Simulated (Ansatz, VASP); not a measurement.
# SnSe2: VASP beside Ansatz

One calculation is typed for both programs; each brings its own data sets and cutoff. How far apart do they land?

Method: plane waves, with VASP 6.6.1 beside it; band structure at PBE and single point at PBE, in Ansatz 0.2.0.

## Step 1: Starting point

The cell holds 3 atoms: 1 Sn and 2 Se. Cell: a = 3.855 Å, b = 3.855 Å, c = 11.000 Å, α = 90.0°, β = 90.0°, γ = 120.0°. Vacuum lies along c.

## Step 2: Ansatz: band structure, PBE

Ansatz runs on its default PAW (the set named soft_2) files.

Levels along a path test the potential and the projectors away from the mesh points.

The input, input.yaml:

```yaml
crystal:
  lattice:
    - [3.85456586, 0.0, 0.0]
    - [-1.92728293, 3.3381519553, 0.0]
    - [0.0, 0.0, 11.0]
  atoms:
    - { symbol: Sn, position: [0.0, 0.0, 0.5] }
    - { symbol: Se, position: [0.3333333333, 0.6666666667, 0.6455576789] }
    - { symbol: Se, position: [0.6666666667, 0.3333333333, 0.3544423211] }
hamiltonian:
  xc: pbe
  pseudopotentials: { kind: paw }
kpoints:
  mp_grid: { grid: [9, 9, 1] }
  band_path:
    path:
      - [0.0, 0.0, 0.0]
      - [0.13636, 0.0, 0.0]
      - [0.31818, 0.0, 0.0]
      - [0.5, 0.0, 0.0]
      - [0.4697, 0.06061, 0.0]
      - [0.40909, 0.18182, 0.0]
      - [0.34848, 0.30303, 0.0]
      - [0.30303, 0.30303, 0.0]
      - [0.18182, 0.18182, 0.0]
      - [0.06061, 0.06061, 0.0]
      - [0.0, 0.0, 0.0]
      - [0.0, 0.0, 0.18182]
      - [0.0, 0.0, 0.36364]
      - [0.0, 0.0, 0.5]
      - [0.13636, 0.0, 0.5]
      - [0.31818, 0.0, 0.5]
      - [0.5, 0.0, 0.5]
      - [0.4697, 0.06061, 0.5]
      - [0.40909, 0.18182, 0.5]
      - [0.34848, 0.30303, 0.5]
      - [0.30303, 0.30303, 0.5]
      - [0.18182, 0.18182, 0.5]
      - [0.06061, 0.06061, 0.5]
      - [0.5, 0.0, 0.5]
      - [0.5, 0.0, 0.31818]
      - [0.5, 0.0, 0.13636]
      - [0.5, 0.0, 0.0]
      - [0.33333, 0.33333, 0.13636]
      - [0.33333, 0.33333, 0.31818]
      - [0.33333, 0.33333, 0.5]
    npoints: 1
scf:
  occupations: { method: gaussian, width: 0.01 }
  n_extra_bands: 7
output:
  forces: true
  eigenvalues: true
  write_density: true
  write_potential: true
  elf: true
  volumetric_format: npy
```

The run is started by

```
ansatz run input.yaml --threads 2 --pin off --max-ram 4608MiB --backend cpu --events-out ev --progress --plain --runs-dir out
```

Numbers of over 12 decimals in the logs are rounded to 6 here.

Log:

```text
scf.n_extra_bands = 7 over 23 filled bands (N_el = 46.0): the run solves 30 bands
Engine: ansatz 0.2.0, aarch64-unknown-linux-gnu
Pseudopotentials: kind: paw
Pseudopotential: Sn, paw, valence charge 14, recommended cutoff 420 eV (normal), Sn.paw.azcp
Pseudopotential: Se, paw, valence charge 16, recommended cutoff 420 eV (normal), Se.paw.azcp
Functional definition: PBE
  parameter kappa = 0.804
  parameter beta = 0.066725
  exchange = pbe_x(kappa = kappa, mu = beta*pi^2/3)
  correlation = pbe_c(beta = beta)
Crystal: 3 atoms, lattice volume = 141.538 Å³
Basis set: ecut = 420 eV, 2809 PW (Γ), exchange–correlation on 54×54×150 points (8 copies of the dense FFT grid, shifted against one another)
Bands: 30, of which v1, the nominal top of the filled ones, is band 23 counted from 1 (22 counted from 0)
Symmetry: 12 space group operations
Space group: P-3m1 (ITA 164), of the structure as read, at distance tolerance 5.2e-5 Å
k-points: 12 of 81
Non-local potential: Sn, projectors of the file, l = 0: 2, l = 1: 2, l = 2: 2, l = 3: 2
Non-local potential: Se, projectors of the file, l = 0: 2, l = 1: 2, l = 2: 3, l = 3: 1
PAW form: soft (Blöchl's): semilocal exchange-correlation on the pseudo side does not see the compensation charge
PAW one-centre angular grid: Sn, 590 points (default); XC on 64 Gauss nodes
PAW one-centre angular grid: Se, 590 points (default); XC on 64 Gauss nodes
Initial density: superposition of atomic densities (neutral atoms: chi_scale 0, normalization atom), corrected by the library's trained network
Initial wavefunctions: pseudopotential atomic-orbital guess
Functional: x = pbe(κ = 0.804, μ = 0.219515), c = pbe(β = 0.066725)
SCF iter   1: F=—  HF=-16963.383002 eV  |F-HF|=—  |Δ(HF+E_count)|=         —  Δρ=1.15e-3  dr2=4.06e-3  ethr=1.77e-3  ⟨swp⟩=7.2  Hψ=1712  notcnv=0
preconditioner: auto → Resta (q_TF=auto, 2.262 Å⁻¹)  ε∞=1.9  [insulator: Δε(μ)=0.828 eV  Ē_g=16.714 eV  σ=0.010 eV  W_gap=1.00  n_scr=36 (ndim 8)  ℏωp=15.9 eV  f_vac=0.452  D(μ)=0.00/eV (n_scr^D=0)  ε∞_Penn≈1.9  vacuum switching on, ρ_ref=2.0e-2 e/Å³]
SCF iter   2: F=—  HF=-16963.382611 eV  |F-HF|=—  |Δ(HF+E_count)|=   3.92e-4  Δρ=5.77e-4  dr2=5.29e-4  ethr=8.83e-6  ⟨swp⟩=4.0  Hψ=974  notcnv=0  defer=22
SCF iter   3: F=—  HF=-16963.382808 eV  |F-HF|=—  |Δ(HF+E_count)|=   1.97e-4  Δρ=3.07e-4  dr2=8.64e-5  ethr=1.15e-6  ⟨swp⟩=3.6  Hψ=582  notcnv=0  defer=22
SCF iter   4: F=—  HF=-16963.383116 eV  |F-HF|=—  |Δ(HF+E_count)|=   3.08e-4  Δρ=9.91e-5  dr2=1.04e-5  ethr=1.88e-7  ⟨swp⟩=3.2  Hψ=580  notcnv=0  defer=22
SCF iter   5: F=—  HF=-16963.383123 eV  |F-HF|=—  |Δ(HF+E_count)|=   7.12e-6  Δρ=2.67e-5  dr2=9.29e-7  ethr=2.25e-8  ⟨swp⟩=2.0  Hψ=644  notcnv=0  defer=22
SCF iter   6: F=-16963.383123 eV  HF=-16963.383123 eV  |F-HF|=5.70e-9  |Δ(HF+E_count)|=   4.99e-7  Δρ=3.43e-6  dr2=1.23e-8  ethr=2.17e-10  ⟨swp⟩=14.0  Hψ=2805  notcnv=0
SCF 1 converged in 6 iterations: F = -16963.383123 eV  dr2 = 1.23e-8
  greatest PAW one-centre occupation: 1.000 electrons in one spin orbital (limit 2), on the Se atom at site 2 (counted from 0), in its partial waves of l = 2
NSCF: frozen V_eff on 30 k-points
WARN: The output density's exchange-correlation potential varies sharply where the density is thin. Do not read a vacuum level from v_tot or v_xc, or from such a field of the output density. On a cell that repeats whose density bears no net charge and no dipole along the vacuum's axis use v_es (v_loc + v_h of the components); under efield.dipole_correction with no amplitude use v_es + v_field, which holds any externa [...]
SCF converged after 6 iterations
Free energy (F): -16963.383123 eV
Harris-Foulkes:  -16963.383123 eV  (|F-HF|=5.70e-9)
Internal energy: -16963.383123 eV  (E = F + TS)
E sigma→0 (E₀):  -16963.383123 eV
Fermi energy:    2.052900 eV
--- Per-component energies (eV) ---
  E_band       = -1147.188817
  E_kinetic    = 423.116937
  E_local      = -13973.877081  (includes V_loc(G=0)·N_el)
  E_nonlocal   = -1222.395638
  E_hartree    = 6920.508693
  E_xc         = -588.856398
  E_vxc        = -289.974663  (∫ρ·V_xc dr)
  E_paw        = -7963.823396  (= ΣΔE_a)
  E_vpaw       = 74.921229  (= ΣTr[D̂ρ^β])
  E_aug_tail   = -0.001213  (compensation charges beyond the density's cutoff)
  E_ewald      = -558.055026
  E_smearing   = -0.000000  (= −TS)
  E_closure    = 0.000000  (closes the sum)
  Σ components = -16963.383123   (vs F -16963.383123, Δ=0.00e0)
--- Forces (eV/Å), atoms counted from 1 ---
  atom   1  Sn     0.00000000     0.00000000     0.00000000
  atom   2  Se     0.00000000    -0.00000000    -0.01593206
  atom   3  Se     0.00000000     0.00000000     0.01593206
  max |Σ_I F_I| component: 3.47e-18 eV/Å
--- Band table (eV; the first three rows and the last of 12) ---
  k-point 0: bands = [... 19 lower, 1.1821, 1.1821, 1.5615, 1.5615, 3.1491, 4.7185, 6.2245, 6.2245, ... 3 higher]
  k-point 1: bands = [... 19 lower, 0.5966, 0.8239, 0.9823, 1.6393, 3.6901, 5.3215, 6.0493, 6.4909, ... 3 higher]
  k-point 2: bands = [... 19 lower, -0.0148, 0.2547, 0.7882, 1.5755, 3.6080, 5.5867, 6.9391, 6.9995, ... 3 higher]
  k-point 11: bands = [... 19 lower, -1.9087, -1.5398, 0.8126, 0.8126, 3.4135, 6.8700, 6.8700, 8.1765, ... 3 higher]
```

Wall time 3.8 s (2 threads of Arm Neoverse V2, shared host); peak memory 0.41 GiB; 6.8 s of CPU time.

## Step 3: VASP: band structure, PBE

The same cell, functional, mesh and smearing now go to VASP, with its own data sets and cutoff.

Lines of VASP's logs that name or quote its potential files are left out, and so is its time.

The input, INCAR:

```
SYSTEM = SnSe2
PREC = Accurate
ENCUT = 300
EDIFF = 1E-08
NELM = 100
ISMEAR = 0
SIGMA = 0.01
LREAL = .FALSE.
ALGO = Normal
GGA = PE
NBANDS = 19
LORBIT = 11
LWAVE = .TRUE.
LCHARG = .FALSE.
KPAR = 8
```

The input, POSCAR:

```
SnSe2
1.0
    3.8545658600      0.0000000000      0.0000000000
   -1.9272829300      3.3381519553      0.0000000000
    0.0000000000      0.0000000000     11.0000000000
Sn Se
1 2
Direct
    0.0000000000      0.0000000000      0.5000000000
    0.3333333333      0.6666666667      0.6455576789
    0.6666666667      0.3333333333      0.3544423211
```

The input, KPOINTS:

```
Automatic mesh
0
Gamma
9 9 1
0 0 0
```

The input, KPOINTS_OPT:

```
Line mode
12
Line-mode
Reciprocal
  0.00000000   0.00000000   0.00000000 GAMMA
  0.50000000   0.00000000   0.00000000 M

  0.50000000   0.00000000   0.00000000 M
  0.33333333   0.33333333   0.00000000 K

  0.33333333   0.33333333   0.00000000 K
  0.00000000   0.00000000   0.00000000 GAMMA

  0.00000000   0.00000000   0.00000000 GAMMA
  0.00000000   0.00000000   0.50000000 A

  0.00000000   0.00000000   0.50000000 A
  0.50000000   0.00000000   0.50000000 L

  0.50000000   0.00000000   0.50000000 L
  0.33333333   0.33333333   0.50000000 H

  0.33333333   0.33333333   0.50000000 H
  0.00000000   0.00000000   0.50000000 A

  0.50000000   0.00000000   0.50000000 L
  0.50000000   0.00000000   0.00000000 M

  0.33333333   0.33333333   0.00000000 K
  0.33333333   0.33333333   0.50000000 H
```

PAW data sets: Sn_d_GW and Se_GW (PBE family, release 64).

The run is started by

```
mpirun -np 8 vasp_std
```

Log:

```text
[banner, memory and clock lines left out]
running    8 mpi-ranks, on    1 nodes
 distrk:  each k-point on    1 cores,    8 groups
 distr:  one band on    1 cores,    1 groups

 POSCAR found type information on POSCAR SnSe
 POSCAR found :  2 types and       3 ions
|                                                                             |
|           W    W    AA    RRRRR   N    N  II  N    N   GGGG   !!!           |
|           W    W   A  A   R    R  NN   N  II  NN   N  G    G  !!!           |
|           W    W  A    A  R    R  N N  N  II  N N  N  G       !!!           |
|           W WW W  AAAAAA  RRRRR   N  N N  II  N  N N  G  GGG   !            |
|           WW  WW  A    A  R   R   N   NN  II  N   NN  G    G                |
|           W    W  A    A  R    R  N    N  II  N    N   GGGG   !!!           |
|                                                                             |
|     For optimal performance we recommend to set                             |
|       NCORE = 2 up to number-of-cores-per-socket                            |
|     NCORE specifies how many cores store one orbital (NPAR=cpu/NCORE).      |
|     This setting can greatly improve the performance of VASP for DFT.       |
|     The default, NCORE=1 might be grossly inefficient on modern             |
|     multi-core architectures or massively parallel machines. Do your        |
|     Unfortunately you need to use the default for GW and RPA                |
|     calculations (for HF NCORE is supported but not extensively tested      |
|     yet).                                                                   |
|                                                                             |

 LDA part: xc-table for (Slater+PW92), standard interpolation
 POSCAR, INCAR and KPOINTS ok, starting setup
 FFT: planning ... GRIDC
 FFT: planning ... GRID_SOFT
 FFT: planning ... GRID
 WAVECAR not read
 entering main loop
       N       E                     dE             d eps       ncg     rms          rms(c)
DAV:   1     0.191328052169E+03    0.19133E+03   -0.81532E+03   602   0.288E+03
DAV:   2     0.104312427877E+02   -0.18090E+03   -0.17526E+03   792   0.638E+02
DAV:   3    -0.108119676920E+02   -0.21243E+02   -0.21170E+02   738   0.119E+02
DAV:   4    -0.120634349862E+02   -0.12515E+01   -0.12505E+01   720   0.235E+01
DAV:   5    -0.121339420494E+02   -0.70507E-01   -0.70503E-01   777   0.924E+00    0.641E+00
DAV:   6    -0.118637815616E+02    0.27016E+00   -0.59320E-01   744   0.213E+01    0.397E+00
DAV:   7    -0.118424954007E+02    0.21286E-01   -0.20734E-01   653   0.505E+00    0.105E+00
DAV:   8    -0.118401921922E+02    0.23032E-02   -0.25660E-02   602   0.393E+00    0.117E-01
DAV:   9    -0.118400439342E+02    0.14826E-03   -0.34195E-03   612   0.119E+00    0.348E-02
DAV:  10    -0.118400323474E+02    0.11587E-04   -0.28404E-04   560   0.112E-01    0.151E-02
DAV:  11    -0.118400037762E+02    0.28571E-04   -0.70926E-05   642   0.919E-02    0.111E-02
DAV:  13    -0.118400238719E+02   -0.23754E-04   -0.10524E-05   478   0.244E-02    0.332E-03
DAV:  14    -0.118400268403E+02   -0.29684E-05   -0.14591E-06   589   0.116E-02    0.157E-03
DAV:  15    -0.118400275362E+02   -0.69588E-06   -0.40717E-07   631   0.735E-03    0.950E-04
DAV:  16    -0.118400275169E+02    0.19302E-07   -0.59723E-08   624   0.259E-03    0.355E-04
DAV:  17    -0.118400275019E+02    0.15002E-07   -0.42608E-09   415   0.783E-04    0.188E-04
DAV:  18    -0.118400275097E+02   -0.77730E-08   -0.27706E-09   417   0.875E-04
   1 F= -.11840028E+02 E0= -.11840028E+02  d E =-.252017E-22
 Start KPOINTS_OPT (optional k-point list driver)
k-point batch [1-12\108]
       N       E                     dE             ncg
DAV:   1    -0.120906096966E+04   -0.48428E+04      570
DAV:   2    -0.341370849687E+04   -0.22046E+04      808
DAV:   3    -0.371438570584E+04   -0.30068E+03      764
DAV:   4    -0.372462285694E+04   -0.10237E+02      690
DAV:   5    -0.372589360310E+04   -0.12707E+01      804
DAV:   6    -0.372589779336E+04   -0.41903E-02      692
DAV:   7    -0.372589799750E+04   -0.20415E-03      732
DAV:   8    -0.372589800033E+04   -0.28214E-05      671
DAV:   9    -0.372589800054E+04   -0.21072E-06      588
DAV:  10    -0.372589800054E+04   -0.38640E-08      554
[...]
k-point batch [97-108\108]
       N       E                     dE             ncg
DAV:   1    -0.143281740532E+04   -0.95644E+04      575
DAV:   2    -0.357565390268E+04   -0.21428E+04      768
DAV:   3    -0.383214963060E+04   -0.25650E+03      762
DAV:   4    -0.384129572744E+04   -0.91461E+01      680
DAV:   5    -0.384242248196E+04   -0.11268E+01      872
DAV:   6    -0.384242495706E+04   -0.24751E-02      576
DAV:   7    -0.384242509210E+04   -0.13504E-03      848
DAV:   8    -0.384242509260E+04   -0.49580E-06      584
DAV:   9    -0.384242509262E+04   -0.21871E-07      680
DAV:  10    -0.384242509262E+04   -0.26726E-08      488
 writing wavefunctions
```

Parts of OUTCAR (step 3):

```text
ion  position               nearest neighbor table
   1  0.000  0.000  0.500-   2 2.74   3 2.74   2 2.74   3 2.74   3 2.74   2 2.74
   2  0.333  0.667  0.646-   1 2.74   1 2.74   1 2.74
   3  0.667  0.333  0.354-   1 2.74   1 2.74   1 2.74

  LATTYP: Found a hexagonal cell.
 ALAT       =     3.8545658600
 C/A-ratio  =     2.8537584775

 Subroutine GETGRP returns: Found 12 space group operations
 (whereof 12 operations were pure point group operations)

The static configuration has the point symmetry D_3d.

 Found     12 irreducible k-points:

   k-points           NKPTS =     12   k-points in BZ     NKDIM =     12   number of bands    NBANDS=     19

   dimension x,y,z NGX =    24 NGY =   24 NGZ =   64
   dimension x,y,z NGXF=    48 NGYF=   48 NGZF=  128

   ENCUT  =  300.0 eV  22.05 Ry    4.70 a.u.   5.44  5.44 15.53*2*pi/ulx,y,z

   NELECT =      26.0000    total number of electrons

 k-points in reciprocal lattice and weights: Automatic mesh
   0.00000000  0.00000000  0.00000000       0.012
   0.11111111  0.00000000  0.00000000       0.074
   0.22222222  0.00000000  0.00000000       0.074
   0.33333333  0.00000000  0.00000000       0.074
   0.44444444  0.00000000  0.00000000       0.074
   0.11111111  0.11111111  0.00000000       0.074
   0.22222222  0.11111111  0.00000000       0.148
   0.33333333  0.11111111  0.00000000       0.148
   0.44444444  0.11111111  0.00000000       0.074
   0.22222222  0.22222222  0.00000000       0.074
   0.33333333  0.22222222  0.00000000       0.148
   0.33333333  0.33333333  0.00000000       0.025

 average (electrostatic) potential at core
       1 -81.3932       2 -58.3615       3 -58.3615

 E-fermi :  -0.9006

 k-point     1 :       0.0000    0.0000    0.0000
  band No.  band energies     occupation
    ...
      9      -2.0575      2.00000
     10      -1.4274      2.00000
     11      -1.4274      2.00000
     12      -1.0447      2.00000
     13      -1.0447      2.00000
     14       0.5281      0.00000
     15       2.0968      0.00000
     16       3.6054      0.00000
     17       3.6054      0.00000
     18       4.3543      0.00000
    ...

 k-point     2 :       0.1111    0.0000    0.0000
  band No.  band energies     occupation
    ...
      9      -2.3882      2.00000
     10      -2.0069      2.00000
     11      -1.7858      2.00000
     12      -1.6263      2.00000
     13      -0.9672      2.00000
     14       1.0724      0.00000
     15       2.7008      0.00000
     16       3.4317      0.00000
     17       3.8718      0.00000
     18       4.7306      0.00000
    ...

 k-point     3 :       0.2222    0.0000    0.0000
  band No.  band energies     occupation
    ...
      9      -3.7108      2.00000
     10      -2.6229      2.00000
     11      -2.3557      2.00000
     12      -1.8159      2.00000
     13      -1.0307      2.00000
     14       0.9941      0.00000
     15       2.9657      0.00000
     16       4.3223      0.00000
     17       4.3808      0.00000
     18       5.1836      0.00000
    ...

  Total        0.0494373      0.0494373     -0.1713977     -0.0000000     -0.0000000     -0.0000000
  in kB        0.5596174      0.5596174     -1.9401764     -0.0000000     -0.0000000     -0.0000000
  external PRESSURE =      -0.2736472 kB  Pullay stress =       0.0000000 kB

  energy-cutoff  :      300.00
  volume of cell :      141.54
      direct lattice vectors                 reciprocal lattice vectors
     3.854565860  0.000000000  0.000000000     0.259432589  0.149783475  0.000000000
    -1.927282930  3.338151955  0.000000000     0.000000000  0.299566950  0.000000000
     0.000000000  0.000000000 11.000000000     0.000000000  0.000000000  0.090909091

 POSITION                                       TOTAL-FORCE (eV/Angst)
 -----------------------------------------------------------------------------------
      0.00000      0.00000      5.50000         0.000000     -0.000000     -0.000000
     -0.00000      2.22543      7.10113        -0.000000      0.000000     -0.007061
      1.92728      1.11272      3.89887         0.000000      0.000000      0.007061
 -----------------------------------------------------------------------------------
    total drift:                                0.000000      0.000000      0.000000

  FREE ENERGIE OF THE ION-ELECTRON SYSTEM (eV)
  ---------------------------------------------------
  free  energy   TOTEN  =       -11.8400275097 eV

  energy  without entropy=      -11.8400275097  energy(sigma->0) =      -11.84002751

 total charge
# of ion       s       p       d       f       tot
--------------------------------------------------
    1        1.025   0.935  10.162   0.032  12.154
    2        1.476   2.264   0.024   0.000   3.764
    3        1.476   2.264   0.024   0.000   3.764
--------------------------------------------------
tot          3.977   5.463  10.209   0.032  19.682

[... 3 further parts left out ...]
```

(Part 1 of 2 ends here.)

[Lines on the potential files, build, host, timing and source positions are cut from VASP's logs without a mark.]

[Logs are printed without paths, hosts, clocks, repeated set-up lines and the standing remarks that a program may print on its own settings, such as how far it seeks lower states.]

[Hosts, paths, dates, database ids (printed as entryN), source tags and the programs' standing remarks are cut or masked in the printed files.]
